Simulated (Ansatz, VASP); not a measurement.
**TaN in two plane-wave programs**

Wanted: the spread between two codes on one cell, functional and k mesh. The cell is taken from a series of runs on this material, whose earlier steps may have relaxed, scaled, displaced or heated it; both programs get it as it stands.

Program: Ansatz 0.2.0. Level of theory: plane waves, with VASP 6.6.1 beside it; zone-centre phonons at LDA. Results are calculated unless marked as measured.

**1. The starting structure**

It takes space group P-6m2 (No. 187, hexagonal). Conventional cell: a = 2.930 Å, b = 2.930 Å, c = 2.738 Å, α = 90.00°, β = 90.00°, γ = 120.00°. N has 6 Ta at 2.18 Å nearest. Nearest to Ta lie 6 N at 2.18 Å. Farther neighbours and most contacts between anions are not listed.

Coordinates:

```xyz
2
Lattice="2.9297 0.0000 0.0000 -1.4648 2.5372 0.0000 0.0000 0.0000 2.7376" Properties=species:S:1:pos:R:3 pbc="T T T"
N     1.4648    0.8457    0.0000
Ta   -1.4648    2.5372    1.3688
```

**2. VASP: zone-centre phonons, LDA**

Second derivatives magnify differences that forces hide, and they need a tight electronic threshold.

Lines of VASP's logs that name or quote its potential files are left out, and so is its time.

INCAR

```
SYSTEM = TaN
PREC = Accurate
ENCUT = 600
EDIFF = 1E-08
NELM = 120
ISMEAR = 1
SIGMA = 0.2
LREAL = .FALSE.
ALGO = Normal
GGA = PW92
NBANDS = 14
LASPH = .TRUE.
LORBIT = 11
LWAVE = .FALSE.
LCHARG = .FALSE.
ISIF = 2
IBRION = 8
GGA_COMPAT = .FALSE.
KPAR = 2
```

POSCAR

```
TaN
1.0
    2.9296820716      0.0000000000      0.0000000000
   -1.4648410358      2.5371790990      0.0000000000
    0.0000000000      0.0000000000      2.7376269065
N Ta
1 1
Direct
    0.6666666685      0.3333333315      0.0000000000
    0.0000000018      0.9999999982      0.5000000000
```

KPOINTS

```
Automatic mesh
0
Gamma
18 18 16
0 0 0
```

Potentials, in the order of the species: N and Ta_pv (LDA family, release 64).

Command:

```bash
$ mpirun -np 2 vasp_std
```

Numbers of over 12 decimals in the logs are rounded to 6 here.

The log of the run:

```text
[banner, memory and clock lines left out]
running    2 mpi-ranks, on    1 nodes
 distrk:  each k-point on    1 cores,    2 groups
 distr:  one band on    1 cores,    1 groups

 POSCAR found type information on POSCAR N Ta
 POSCAR found :  2 types and       2 ions
|                                                                             |
|               ----> ADVICE to this user running VASP <----                  |
|                                                                             |
|     You enforced a specific xc type in the INCAR file but a different       |
|     [... a line on the potential file left out ...]
|     I HOPE YOU KNOW WHAT YOU ARE DOING!                                     |
|                                                                             |

 LDA part: xc-table for (Slater(with rela. corr.)+PW92), standard interpolation
 POSCAR, INCAR and KPOINTS ok, starting setup
 FFT: planning ... GRIDC
 FFT: planning ... GRID_SOFT
 FFT: planning ... GRID
 WAVECAR not read
 entering main loop
       N       E                     dE             d eps       ncg     rms          rms(c)
DAV:   1     0.995450504571E+02    0.99545E+02   -0.98196E+03  9332   0.134E+03
DAV:   2    -0.239127204226E+02   -0.12346E+03   -0.11690E+03 11370   0.334E+02
DAV:   3    -0.271390588552E+02   -0.32263E+01   -0.32087E+01 10656   0.507E+01
DAV:   4    -0.271536476970E+02   -0.14589E-01   -0.14586E-01 11304   0.373E+00
DAV:   5    -0.271537472255E+02   -0.99529E-04   -0.99526E-04 11004   0.287E-01    0.265E+01
DAV:   6    -0.247488190324E+02    0.24049E+01   -0.44948E+00 10278   0.252E+01    0.114E+01
DAV:   7    -0.246593386233E+02    0.89480E-01   -0.38046E-01 12444   0.564E+00    0.770E+00
DAV:   8    -0.246284058984E+02    0.30933E-01   -0.13359E-01 12240   0.311E+00    0.151E+00
DAV:   9    -0.246228598459E+02    0.55461E-02   -0.10997E-02 10362   0.868E-01    0.173E-01
DAV:  10    -0.246226903431E+02    0.16950E-03   -0.73540E-04 11820   0.312E-01    0.124E-01
DAV:  11    -0.246226515699E+02    0.38773E-04   -0.77049E-05 10602   0.787E-02    0.143E-02
DAV:  12    -0.246226518169E+02   -0.24704E-06   -0.33033E-06 11604   0.165E-02    0.264E-03
DAV:  13    -0.246226517728E+02    0.44120E-07   -0.17454E-07 11232   0.357E-03    0.183E-03
DAV:  14    -0.246226517635E+02    0.92855E-08   -0.25563E-08 11190   0.153E-03
   1 F= -.24622652E+02 E0= -.24622955E+02  d E =0.910282E-03
 Linear response reoptimize wavefunctions to high precision
DAV:   1    -0.246226517633E+02    0.28126E-09   -0.31302E-10  7824   0.186E-04
DAV:   2    -0.246226517633E+02   -0.63665E-11   -0.13544E-11  6414   0.444E-05
 Linear response DOF=           4
 Linear response progress:
  Degree of freedom:   1/  4
       N       E                     dE             d eps       ncg     rms          rms(c)
RMM:   1    -0.231358191758E+00   -0.23136E+00    0.12476E-01 92946   0.294E+00
RMM:   2    -0.225576028472E+00    0.57822E-02   -0.38163E-03 70423   0.494E-01    0.206E-01
RMM:   3    -0.226416250055E+00   -0.84022E-03   -0.78323E-04 67287   0.186E-01    0.112E-01
RMM:   4    -0.227710001388E+00   -0.12938E-02   -0.40355E-04 68149   0.128E-01    0.299E-02
RMM:   5    -0.227780150244E+00   -0.70149E-04   -0.12316E-05 78421   0.273E-02    0.321E-03
RMM:   6    -0.227786728130E+00   -0.65779E-05   -0.97313E-07 76988   0.591E-03    0.740E-04
RMM:   7    -0.227778382991E+00    0.83451E-05    0.20758E-08 78114   0.176E-03    0.335E-04
RMM:   8    -0.227779941763E+00   -0.15588E-05   -0.15141E-07 78309   0.513E-04    0.935E-05
RMM:   9    -0.227779455090E+00    0.48667E-06    0.10352E-08 76378   0.188E-04    0.182E-05
RMM:  10    -0.227779348067E+00    0.10702E-06   -0.95875E-09 83463   0.646E-05    0.712E-06
RMM:  11    -0.227779433308E+00   -0.85241E-07    0.34588E-09 77402   0.280E-05    0.368E-06
RMM:  12    -0.227779449831E+00   -0.16524E-07   -0.30218E-09 78949   0.159E-05    0.112E-06
RMM:  13    -0.227779435872E+00    0.13960E-07   -0.35161E-10 59524   0.126E-05    0.547E-07
RMM:  14    -0.227779433984E+00    0.18875E-08   -0.24719E-09 40733   0.116E-05    0.476E-07
 first order change of Fermi-energy  -0.48452E-05
 force on displaced ion       1 direction 1 : -15.705   0.001   0.000
 Linear response progress:
  Degree of freedom:   2/  4
       N       E                     dE             d eps       ncg     rms          rms(c)
RMM:   1    -0.233895939628E+00   -0.23390E+00    0.14246E-01 31648   0.299E+00
RMM:   2    -0.228339390124E+00    0.55565E-02   -0.41881E-03 25264   0.505E-01    0.161E-01
RMM:   3    -0.229218083963E+00   -0.87869E-03   -0.86170E-04 23992   0.191E-01    0.825E-02
RMM:   4    -0.230606562689E+00   -0.13885E-02   -0.38974E-04 24328   0.130E-01    0.218E-02
RMM:   5    -0.230740592382E+00   -0.13403E-03   -0.92693E-07 26591   0.325E-02    0.380E-03
RMM:   6    -0.230746904504E+00   -0.63121E-05    0.16871E-06 26742   0.783E-03    0.870E-04
RMM:   7    -0.230739849126E+00    0.70554E-05    0.27697E-07 26120   0.215E-03    0.292E-04
RMM:   8    -0.230741846834E+00   -0.19977E-05    0.26959E-08 27504   0.640E-04    0.850E-05
RMM:   9    -0.230742145390E+00   -0.29856E-06   -0.24359E-09 26680   0.204E-04    0.201E-05
RMM:  10    -0.230741941959E+00    0.20343E-06   -0.57572E-08 28294   0.699E-05    0.549E-06
RMM:  11    -0.230741991656E+00   -0.49697E-07    0.52256E-09 26659   0.260E-05    0.865E-07
RMM:  12    -0.230742005006E+00   -0.13349E-07   -0.10717E-09 27126   0.134E-05    0.322E-07
RMM:  13    -0.230742003074E+00    0.19320E-08    0.11404E-09 16411   0.954E-06    0.910E-08
 first order change of Fermi-energy   0.33658E-03
 force on displaced ion       1 direction 3 :   0.000   0.000 -18.789
 Linear response progress:
  Degree of freedom:   3/  4
       N       E                     dE             d eps       ncg     rms          rms(c)
RMM:   1    -0.133167612262E+00   -0.13317E+00    0.11431E+01 42102   0.244E+01
RMM:   2    -0.162152692757E+00   -0.28985E-01   -0.26446E-02 63726   0.149E+00    0.195E-01
RMM:   3    -0.160993049609E+00    0.11596E-02   -0.25955E-03 74301   0.351E-01    0.111E-01
RMM:   4    -0.160263306318E+00    0.72974E-03   -0.25712E-04 82357   0.111E-01    0.420E-02
RMM:   6    -0.160003144631E+00   -0.29952E-05   -0.10012E-04 79659   0.132E-02    0.125E-03
RMM:   7    -0.160004046082E+00   -0.90145E-06   -0.55627E-05 86735   0.424E-03    0.349E-04
RMM:   8    -0.160006915567E+00   -0.28695E-05   -0.30562E-05 93334   0.162E-03    0.152E-04
RMM:   9    -0.160007971368E+00   -0.10558E-05   -0.16459E-05 80557   0.695E-04    0.381E-05
RMM:  10    -0.160008336750E+00   -0.36538E-06   -0.78608E-06 91363   0.323E-04    0.227E-05
RMM:  11    -0.160008517040E+00   -0.18029E-06   -0.42327E-06 90772   0.147E-04    0.583E-06
RMM:  12    -0.160008438978E+00    0.78063E-07   -0.22928E-06 80954   0.855E-05    0.405E-06
RMM:  13    -0.160008443606E+00   -0.46283E-08   -0.13298E-06 91059   0.469E-05    0.489E-06
RMM:  14    -0.160008449849E+00   -0.62425E-08   -0.76805E-07 77234   0.292E-05    0.558E-06
RMM:  15    -0.160008441973E+00    0.78756E-08   -0.41722E-07 74635   0.202E-05    0.656E-06
RMM:  16    -0.160008431444E+00    0.10529E-07   -0.24471E-07 78148   0.156E-05    0.788E-06
RMM:  17    -0.160008443895E+00   -0.12452E-07   -0.13908E-07 69723   0.126E-05    0.675E-06
RMM:  18    -0.160008454487E+00   -0.10592E-07   -0.77828E-08 74630   0.110E-05    0.578E-06
RMM:  19    -0.160008474281E+00   -0.19794E-07   -0.42833E-08 85647   0.112E-05    0.394E-06
RMM:  20    -0.160008504302E+00   -0.30021E-07   -0.20238E-08 97474   0.121E-05    0.105E-06
RMM:  21    -0.160008512422E+00   -0.81193E-08   -0.78765E-09 74735   0.887E-06    0.309E-07
 first order change of Fermi-energy   0.22501E-05
 force on displaced ion       2 direction 1 : -15.707   0.001   0.000
 Linear response progress:
  Degree of freedom:   4/  4
       N       E                     dE             d eps       ncg     rms          rms(c)
RMM:   1    -0.139729394985E+00   -0.13973E+00    0.10447E+01 15100   0.239E+01
RMM:   2    -0.168779617529E+00   -0.29050E-01   -0.26874E-02 21931   0.144E+00    0.145E-01
RMM:   3    -0.168108183547E+00    0.67143E-03   -0.22876E-03 25770   0.315E-01    0.763E-02
RMM:   4    -0.167630282281E+00    0.47790E-03   -0.19026E-04 27475   0.982E-02    0.250E-02
RMM:   5    -0.167497771344E+00    0.13251E-03   -0.32506E-05 28662   0.296E-02    0.663E-03
RMM:   6    -0.167484375464E+00    0.13396E-04   -0.39187E-05 27132   0.112E-02    0.950E-04
RMM:   7    -0.167486566554E+00   -0.21911E-05   -0.21461E-05 29150   0.353E-03    0.305E-04
RMM:   8    -0.167489180341E+00   -0.26138E-05   -0.14223E-05 30184   0.142E-03    0.120E-04
RMM:   9    -0.167490002416E+00   -0.82208E-06   -0.78348E-06 28223   0.618E-04    0.538E-05
RMM:  10    -0.167490556402E+00   -0.55399E-06   -0.42804E-06 27344   0.373E-04    0.162E-05
RMM:  11    -0.167490693312E+00   -0.13691E-06   -0.23538E-06 31844   0.178E-04    0.251E-06
RMM:  12    -0.167490689285E+00    0.40272E-08   -0.13963E-06 29921   0.967E-05    0.320E-06
RMM:  13    -0.167490649790E+00    0.39495E-07   -0.84960E-07 27532   0.612E-05    0.738E-06
RMM:  14    -0.167490679448E+00   -0.29657E-07   -0.51473E-07 25452   0.405E-05    0.640E-06
RMM:  15    -0.167490745209E+00   -0.65761E-07   -0.31348E-07 26705   0.327E-05    0.265E-06
RMM:  16    -0.167490751106E+00   -0.58972E-08   -0.18000E-07 28650   0.198E-05    0.270E-06
RMM:  17    -0.167490772423E+00   -0.21317E-07   -0.11622E-07 26519   0.160E-05    0.157E-06
RMM:  18    -0.167490796798E+00   -0.24375E-07   -0.69203E-08 28185   0.140E-05    0.138E-07
RMM:  19    -0.167490796651E+00    0.14749E-09   -0.42007E-08 18068   0.102E-05    0.238E-07
 first order change of Fermi-energy  -0.14543E-02
 force on displaced ion       2 direction 3 :   0.000  -0.000 -18.782
 Linear response finished
```

From OUTCAR (step 2):

```text
ion  position               nearest neighbor table
   1  0.667  0.333  0.000-   2 2.18   2 2.18   2 2.18   2 2.18   2 2.18   2 2.18
   2  0.000  1.000  0.500-   1 2.18   1 2.18   1 2.18   1 2.18   1 2.18   1 2.18

  LATTYP: Found a hexagonal cell.
 ALAT       =     2.9296820716
 C/A-ratio  =     0.9344450488

 Subroutine GETGRP returns: Found 12 space group operations
 (whereof 12 operations were pure point group operations)

The static configuration has the point symmetry D_3h.

 Found    333 irreducible k-points:

   k-points           NKPTS =    333   k-points in BZ     NKDIM =    333   number of bands    NBANDS=     14

   dimension x,y,z NGX =    24 NGY =   24 NGZ =   24
   dimension x,y,z NGXF=    48 NGYF=   48 NGZF=   48

   ENCUT  =  600.0 eV  44.10 Ry    6.64 a.u.   5.85  5.85  5.47*2*pi/ulx,y,z

   NELECT =      16.0000    total number of electrons

 k-points in reciprocal lattice and weights: Automatic mesh
   0.00000000  0.00000000  0.00000000       0.000
   0.05555556  0.00000000  0.00000000       0.001
   0.11111111  0.00000000  0.00000000       0.001
   0.16666667  0.00000000  0.00000000       0.001
   0.22222222 -0.00000000  0.00000000       0.001
   0.27777778  0.00000000  0.00000000       0.001
   0.33333333 -0.00000000  0.00000000       0.001
   0.38888889  0.00000000  0.00000000       0.001
   0.44444444 -0.00000000  0.00000000       0.001
[...]
0.33333333  0.27777778  0.50000000       0.002
   0.33333333  0.33333333  0.50000000       0.000

 average (electrostatic) potential at core
       1 -60.8735       2 -34.6273

  Total        0.2159097      0.2159097      4.9094386      0.0000000      0.0000000      0.0000000
  in kB       16.9995276     16.9995276    386.5418638      0.0000000      0.0000000      0.0000000
  external PRESSURE =     140.1803064 kB  Pullay stress =       0.0000000 kB

  energy-cutoff  :      600.00
  volume of cell :       20.35
      direct lattice vectors                 reciprocal lattice vectors
     2.929682072  0.000000000  0.000000000     0.341333966  0.197069257  0.000000000
    -1.464841036  2.537179099  0.000000000     0.000000000  0.394138514  0.000000000
     0.000000000  0.000000000  2.737626907     0.000000000  0.000000000  0.365279870

 POSITION                                       TOTAL-FORCE (eV/Angst)
 -----------------------------------------------------------------------------------
      1.46484      0.84573      0.00000        -0.000000      0.000000      0.000000
     -1.46484      2.53718      1.36881         0.000000     -0.000000      0.000000
 -----------------------------------------------------------------------------------
    total drift:                               -0.000007      0.000004      0.000000

 Eigenvectors and eigenvalues of the dynamical matrix
 ----------------------------------------------------

   1 f  =   18.797553 THz   118.108511 2PiTHz  627.018887 cm-1    77.740399 meV
             X         Y         Z           dx          dy          dz
      1.464841  0.845726  0.000000     0.000000    0.000000    0.963434
     -1.464841  2.537179  1.368813    -0.000000    0.000000   -0.267946

   2 f  =   17.186195 THz   107.984046 2PiTHz  573.269747 cm-1    71.076358 meV
             X         Y         Z           dx          dy          dz
      1.464841  0.845726  0.000000     0.963418    0.000000   -0.000000
     -1.464841  2.537179  1.368813    -0.268004   -0.000000    0.000000

   3 f  =   17.186195 THz   107.984046 2PiTHz  573.269747 cm-1    71.076358 meV
             X         Y         Z           dx          dy          dz
      1.464841  0.845726  0.000000     0.000000    0.963418    0.000000
     -1.464841  2.537179  1.368813     0.000000   -0.268004    0.000000

   4 f/i=    0.000249 THz     0.001564 2PiTHz    0.008301 cm-1     0.001029 meV
             X         Y         Z           dx          dy          dz
      1.464841  0.845726  0.000000    -0.268004    0.000000    0.000000
     -1.464841  2.537179  1.368813    -0.963418    0.000000    0.000000

   5 f/i=    0.000249 THz     0.001564 2PiTHz    0.008301 cm-1     0.001029 meV
             X         Y         Z           dx          dy          dz
      1.464841  0.845726  0.000000     0.000000    0.268004    0.000000
     -1.464841  2.537179  1.368813     0.000000    0.963418    0.000000

   6 f/i=    0.000856 THz     0.005377 2PiTHz    0.028546 cm-1     0.003539 meV
             X         Y         Z           dx          dy          dz
      1.464841  0.845726  0.000000    -0.000000    0.000000   -0.267946
     -1.464841  2.537179  1.368813     0.000000    0.000000   -0.963434

 ELASTIC MODULI CONTR FROM IONIC RELAXATION (kBar)
 Direction    XX          YY          ZZ          XY          YZ          ZX
 --------------------------------------------------------------------------------
 XX        -113.1900    113.1900      0.0000      0.0000      0.0000      0.0000
 YY         113.1900   -113.1900      0.0000     -0.0000      0.0000      0.0000
 ZZ           0.0000      0.0000      0.0000      0.0000      0.0000      0.0000
 XY           0.0000     -0.0000      0.0000   -113.1900      0.0000      0.0000
 YZ           0.0000      0.0000      0.0000      0.0000      0.0000      0.0000
 ZX           0.0000      0.0000      0.0000      0.0000      0.0000      0.0000
 --------------------------------------------------------------------------------
```

(Part 1 of 2 ends here.)

[Lines on the potential files, build, host, timing and source positions are cut from VASP's logs without a mark.]

[Logs are printed without paths, hosts, clocks, repeated set-up lines and the standing remarks that a program may print on its own settings, such as how far it seeks lower states.]

[Hosts, paths, dates, database ids (printed as entryN), source tags and the programs' standing remarks are cut or masked in the printed files.]
